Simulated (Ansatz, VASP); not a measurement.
# MoS2: VASP beside Ansatz

One calculation is typed for both programs; each brings its own data sets. How far apart do they land? The cell is taken from a series of runs on this material, whose earlier steps may have relaxed, scaled, displaced or heated it; both programs get it as it stands.

Calculated with Ansatz 0.2.0; plane waves, with VASP 6.6.1 beside it; PBEsol.

**1. Starting point**

The cell holds 3 atoms: 1 Mo and 2 S. Its edges and angles: a = 3.268 Å, b = 3.152 Å, c = 29.504 Å, α = 90.0°, β = 90.0°, γ = 121.2°. Vacuum lies along c.

Structure file:

```cif
data_structure
_symmetry_space_group_name_H-M 'P 1'
_symmetry_Int_Tables_number 1
_cell_length_a 3.2676
_cell_length_b 3.1517
_cell_length_c 29.5040
_cell_angle_alpha 90.000
_cell_angle_beta 90.000
_cell_angle_gamma 121.225
_cell_volume 259.83
loop_
_atom_site_label
_atom_site_type_symbol
_atom_site_fract_x
_atom_site_fract_y
_atom_site_fract_z
_atom_site_occupancy
Mo1 Mo 0.00000 0.00000 0.33894 1
S2 S 0.33888 0.67776 0.39188 1
S3 S 0.66112 0.32224 0.28599 1
```

**2. Ansatz: zone-centre phonons, PBEsol, pair 1**

Ansatz runs on its PAW soft_1 files.

Second derivatives magnify differences that forces hide, and they need a tight electronic threshold.

The input, input.yaml:

```yaml
crystal:
  lattice:
    - [3.2676415725, 0.0, 0.0]
    - [-1.6338207863, 2.6951053451, 0.0]
    - [0.0, 0.0, 29.504]
  atoms:
    - { symbol: Mo, position: [0.0, 0.0, 0.3389370933] }
    - { symbol: S, position: [0.3388821428, 0.6777642855, 0.391884286] }
    - { symbol: S, position: [0.6611178572, 0.3222357145, 0.2859899006] }
  periodic: [true, true, false]
kpoints:
  mp_grid: { grid: [15, 15, 1] }
hamiltonian:
  xc: pbesol
  pseudopotentials: { kind: paw, azcp: { folder: soft_1 }, xc_functional: pbe }
scf:
  occupations: { method: methfessel_paxton, width: 0.2 }
output:
  eigenvalues: true
phonons:
  method: dfpt
```

Run with:

```console
$ ansatz run input.yaml --threads 4 --pin off --max-ram 16384MiB --backend cpu --events-out ev --progress --plain --runs-dir out
```

Numbers of over 12 decimals in the logs are rounded to 6 here.

What it wrote:

```text
Warning: crystal.symmetry: narrowed to the stabiliser of the run's FFT grids — unitary ops 4 → 2. A phonons.method: dfpt run fills in the rows of the dynamical matrix that it does not solve by its symmetry operations, which is exact only for operations that map its FFT grids onto themselves: filled in by any other, the frequencies could depend on the order in which like atoms are typed, or, by more than the grids' own error, on where the crystal sits among the grids' points. Excluded: 2 operations. The run can therefore solve more perturbations, solve them on more k-points, or both, and cost more. [rest of the remark cut]
Engine: ansatz 0.2.0, aarch64-unknown-linux-gnu
Pseudopotentials: kind: paw
Pseudopotential: Mo, paw, valence charge 14, recommended cutoff 420 eV (normal), soft_1/Mo.paw.azcp
Pseudopotential: S, paw, valence charge 6, recommended cutoff 420 eV (normal), soft_1/S.paw.azcp
Functional definition: PBEsol
  exchange = pbesol_x
  correlation = pbesol_c
Crystal: 3 atoms, lattice volume = 259.831 Å³
Basis set: ecut = 420 eV, 5131 PW (Γ), exchange–correlation on 48×48×400 points (8 copies of the dense FFT grid, shifted against one another)
Bands: 17, of which v1, the nominal top of the filled ones, is band 13 counted from 1 (12 counted from 0)
Symmetry: 4 space group operations
k-points: 64 of 225 (irreducible under 2 space group operations, time reversal used)
Non-local potential: Mo, projectors of the file, l = 0: 3, l = 1: 2, l = 2: 2, l = 3: 1
Non-local potential: S, projectors of the file, l = 0: 2, l = 1: 2, l = 2: 1
PAW form: soft (Blöchl's): semilocal exchange-correlation on the pseudo side does not see the compensation charge
PAW frozen core: Mo, regenerated for the run's functional, and the local potential with it (the file was generated under x = pbe(κ = 0.804, μ = 0.219515), c = pbe(β = 0.066725))
PAW frozen core: S, regenerated for the run's functional, and the local potential with it (the file was generated under x = pbe(κ = 0.804, μ = 0.219515), c = pbe(β = 0.066725))
PAW one-centre angular grid: Mo, 590 points (default); XC on 64 Gauss nodes
PAW one-centre angular grid: S, 110 points (default); XC on 64 Gauss nodes
Initial density: superposition of atomic densities (neutral atoms: chi_scale 0, normalization atom)
Initial wavefunctions: pseudopotential atomic-orbital guess
Functional: x = pbesol(κ = 0.804, μ = 0.123457), c = pbesol(β = 0.046)
SCF iter   1: F=—  HF=-6670.864358 eV  |F-HF|=—  |Δ(HF+E_count)|=         —  Δρ=4.12e-2  dr2=7.26e0  ethr=3.10e-3  ⟨swp⟩=16.0  Hψ=11730  notcnv=0
preconditioner: auto → LDOS  [metal: Δε(μ)=0.027 eV  Ē_g=8.759 eV  σ=0.200 eV  W_gap=0.12  n_scr=16 (ndim 8)  ℏωp=9.8 eV  f_vac=0.756  D(μ)=1.24/eV (n_scr^D=8)  β→1.0]
SCF iter   2: F=—  HF=-6669.794122 eV  |F-HF|=—  |Δ(HF+E_count)|=    1.07e0  S|Δr|=    0.00e0  Δρ=2.84e-2  dr2=2.65e0  ethr=3.10e-3  ⟨swp⟩=4.7  Hψ=3925  notcnv=0
SCF iter   3: F=—  HF=-6669.287763 eV  |F-HF|=—  |Δ(HF+E_count)|=   5.06e-1  S|Δr|=    0.00e0  Δρ=6.08e-3  dr2=1.62e-1  ethr=3.10e-3  ⟨swp⟩=3.4  Hψ=3192  notcnv=0
SCF iter   4: F=—  HF=-6669.263022 eV  |F-HF|=—  |Δ(HF+E_count)|=   2.47e-2  S|Δr|=    0.00e0  Δρ=8.57e-4  dr2=2.63e-3  ethr=6.24e-4  ⟨swp⟩=3.1  Hψ=2220  notcnv=0
SCF iter   5: F=—  HF=-6669.262575 eV  |F-HF|=—  |Δ(HF+E_count)|=   4.48e-4  S|Δr|=    0.00e0  Δρ=2.89e-4  dr2=1.27e-4  ethr=1.01e-5  ⟨swp⟩=3.8  Hψ=2810  notcnv=0
SCF iter   6: F=—  HF=-6669.262630 eV  |F-HF|=—  |Δ(HF+E_count)|=   5.56e-5  S|Δr|=    0.00e0  Δρ=6.86e-5  dr2=8.88e-6  ethr=4.90e-7  ⟨swp⟩=3.8  Hψ=2820  notcnv=0
SCF iter   7: F=—  HF=-6669.262635 eV  |F-HF|=—  |Δ(HF+E_count)|=   4.93e-6  S|Δr|=    0.00e0  Δρ=1.05e-5  dr2=1.36e-7  ethr=3.42e-8  ⟨swp⟩=2.8  Hψ=2038  notcnv=0
SCF iter   8: F=—  HF=-6669.262509 eV  |F-HF|=—  |Δ(HF+E_count)|=   1.27e-4  S|Δr|=    0.00e0  Δρ=1.67e-6  dr2=5.10e-9  ethr=5.24e-10  ⟨swp⟩=4.0  Hψ=2873  notcnv=0
SCF iter   9: F=—  HF=-6669.262509 eV  |F-HF|=—  |Δ(HF+E_count)|=   2.30e-8  S|Δr|=    0.00e0  Δρ=2.16e-7  dr2=8.76e-11  ethr=1.96e-11  ⟨swp⟩=3.7  Hψ=2877  notcnv=0
SCF iter  10: F=-6669.262509 eV  HF=-6669.262509 eV  |F-HF|=5.09e-10  |Δ(HF+E_count)|=   2.56e-9  S|Δr|=    0.00e0  Δρ=4.64e-8  dr2=3.64e-12  ethr=1.00e-12  ⟨swp⟩=16.5  Hψ=10532  notcnv=0
SCF 1 converged in 10 iterations: F = -6669.262509 eV  dr2 = 3.64e-12
  greatest PAW one-centre occupation: 0.999 electrons in one spin orbital (limit 2), on the Mo atom at site 0 (counted from 0), in its partial waves of l = 0
DFPT response loops at Γ: preconditioner auto → none (partly filled bands, converged f_vac=0.763); β = 0.50; Broyden in place of MSR1
SCF converged after 10 iterations
Stability not checked: this state was not tested for a lower state beside it, because cold or Methfessel-Paxton smearing, or corrected tetrahedra, fill the levels in a way that the test cannot read (fill_not_monotonic; see scf.lower_state_search)
Free energy (F): -6669.262509 eV
Harris-Foulkes:  -6669.262509 eV  (|F-HF|=5.09e-10)
Internal energy: -6669.262553 eV  (E = F + TS)
E sigma→0 (E₀):  -6669.262520 eV
Entropy (-TS):   0.000044 eV (0.015 meV/atom)
Fermi energy:    -5.102050 eV
--- Per-component energies (eV) ---
  E_band       = -577.250567
  E_kinetic    = 632.737766
  E_local      = -43100.218769  (includes V_loc(G=0)·N_el)
  E_nonlocal   = 219.295524
  E_hartree    = 21117.220224
  E_xc         = -350.762197
  E_vxc        = -383.739869  (∫ρ·V_xc dr)
  E_paw        = -4338.577875  (= ΣΔE_a)
  E_vpaw       = -179.765704  (= ΣTr[D̂ρ^β])
  E_aug_tail   = 0.000043  (compensation charges beyond the density's cutoff)
  E_ewald      = 19150.709533
  E_core_change = 0.333199  (= ΣΔE_core)
  E_smearing   = 0.000044  (= −TS)
  E_closure    = 0.000000  (closes the sum)
  Σ components = -6669.262509   (vs F -6669.262509, Δ=0.00e0)
--- Band table (eV; the first three rows and the last of 64) ---
  k-point 0: bands = [... 9 lower, -8.0650, -6.3457, -6.0380, -5.8496, -5.5436, -5.2135, -1.9177, -1.7971]
  k-point 1: bands = [... 9 lower, -7.7720, -6.6424, -6.3975, -5.9110, -5.2654, -5.1202, -2.0504, -1.9647]
  k-point 2: bands = [... 9 lower, -7.5524, -7.1816, -7.0812, -5.9700, -4.9660, -4.8787, -2.5156, -2.0430]
  k-point 63: bands = [... 9 lower, -9.3868, -9.0552, -7.9323, -5.4007, -4.8425, -3.8467, -2.8414, -1.1830]
--- Phonons (Γ-DFPT): 9 representative perturbations + reference, on 64 of 225 k-points (Σ response iterations 45) ---
  ASR residual: 4.578e-5 → 0.000e0 eV/Å²; symmetrization residual: 5.958e-6 eV/Å²
  The last average, over the group as it would stand without the narrowing to the FFT grids, took up to 1.735e-6 eV/Å² of the zone centre's force constants
  ASR residual per site (eV/Å²): 4.58e-5 1.49e-5 1.50e-5
  Γ frequencies (cm⁻¹): 0.00 0.00 0.00 184.35 236.70 257.01 263.13 357.08 401.05
  non-analytic LO–TO correction: not included (Born effective charges unavailable; polar crystals: no LO–TO splitting at Γ)
```

In the SCF lines HF is the Harris–Foulkes energy and dr2 the Hartree energy of the density residual, in eV; the loop may stop once dr2 is under the threshold and the program's other checks hold. Hψ counts applications of the Hamiltonian.

(Part 1 of 3 ends here.)

[Lines on the potential files, build, host, timing and source positions are cut from VASP's logs without a mark.]

[Logs are printed without paths, hosts, clocks, repeated set-up lines and the standing remarks that a program may print on its own settings, such as how far it seeks lower states.]

[Hosts, paths, dates, database ids (printed as entryN), source tags and the programs' standing remarks are cut or masked in the printed files.]
